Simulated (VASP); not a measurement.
Input:

```xyz
2
Lattice="0.0000 2.6515 2.6515 2.6515 0.0000 2.6515 2.6515 2.6515 0.0000" Properties=species:S:1:pos:R:3 pbc="T T T"
Pd     0.0000     0.0000     0.0000
P      1.3258     1.3258     1.3258
```

Computed with PBEsol GGA, VASP's PBE PAW potentials (set 64) (plane waves; VASP). Settings: 400 eV cut-off, Gaussian smearing of 0.050 eV, potentials Pd P.

Give the energies of bands 2 to 10 at the high-symmetry points, in eV from the Fermi level.

| band | Γ | X | U | L | W |
|---|---|---|---|---|---|
| 2 | -5.62 | -6.20 | -5.79 | -5.27 | -5.58 |
| 3 | -5.62 | -4.33 | -4.61 | -5.27 | -4.63 |
| 4 | -5.62 | -4.33 | -4.23 | -5.22 | -4.57 |
| 5 | -3.67 | -3.46 | -3.71 | -3.48 | -3.80 |
| 6 | -3.67 | -3.21 | -3.50 | -3.48 | -2.70 |
| 7 | 3.64 | -2.13 | -2.45 | -2.89 | -2.36 |
| 8 | 3.64 | -0.87 | -1.25 | 1.67 | -2.04 |
| 9 | 3.64 | -0.87 | 0.07 | 1.67 | -0.26 |
| 10 | 4.17 | 5.18 | 5.66 | 5.11 | 7.05 |

It has no gap at this level: it comes out as a metal or semimetal.

The structure was generated: PdP was put into the zinc blende type (F-43m), which need not be its known phase. It was relaxed first, which changed the volume by -19 %. The electron count is odd and the run is not spin-polarised, which forces a metal.
